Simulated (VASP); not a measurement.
Consider the following.

```
NiSi
1.0
    5.12724     0.00000     0.00000
    0.00000     3.32575     0.00000
    0.00000     0.00000     5.57222
Ni Si
4 4
Direct
  0.50794   0.25000   0.68890
  0.00794   0.25000   0.81110
  0.49206   0.75000   0.31110
  0.99206   0.75000   0.18890
  0.67932   0.25000   0.08260
  0.17932   0.25000   0.41740
  0.32068   0.75000   0.91740
  0.82068   0.75000   0.58260
```

Level of theory: r2SCAN meta-GGA, VASP's PBE PAW potentials (set 64) (plane waves; VASP). Run with 400 eV cut-off, 7×10×6 Γ-centred mesh, tetrahedra with Blöchl corrections, potentials Ni Si.

The cores are frozen, which limits the accuracy of field gradients.

Give the principal components of the electric field gradient (V/Å²) and the asymmetry η at each nucleus.

```json
[
 {"atom": "Ni1", "Vxx": "5.6", "Vyy": "4.8", "Vzz": "-10.4", "η": "0.07"},
 {"atom": "Ni2", "Vxx": "5.6", "Vyy": "4.8", "Vzz": "-10.4", "η": "0.07"},
 {"atom": "Ni3", "Vxx": "5.6", "Vyy": "4.8", "Vzz": "-10.4", "η": "0.07"},
 {"atom": "Ni4", "Vxx": "5.6", "Vyy": "4.8", "Vzz": "-10.4", "η": "0.07"},
 {"atom": "Si5", "Vxx": "-19.8", "Vyy": "-0.3", "Vzz": "20.1", "η": "0.97"},
 {"atom": "Si6", "Vxx": "-19.8", "Vyy": "-0.3", "Vzz": "20.1", "η": "0.97"},
 {"atom": "Si7", "Vxx": "-19.8", "Vyy": "-0.3", "Vzz": "20.1", "η": "0.97"},
 {"atom": "Si8", "Vxx": "-19.8", "Vyy": "-0.3", "Vzz": "20.1", "η": "0.97"}
]
```

The structure was generated: SiNi was put into the MnP type (Pnma), a phase also known from measurement. It was relaxed first, which changed the volume by -7 %. The run is not spin-polarised, so no magnetic state was tried.
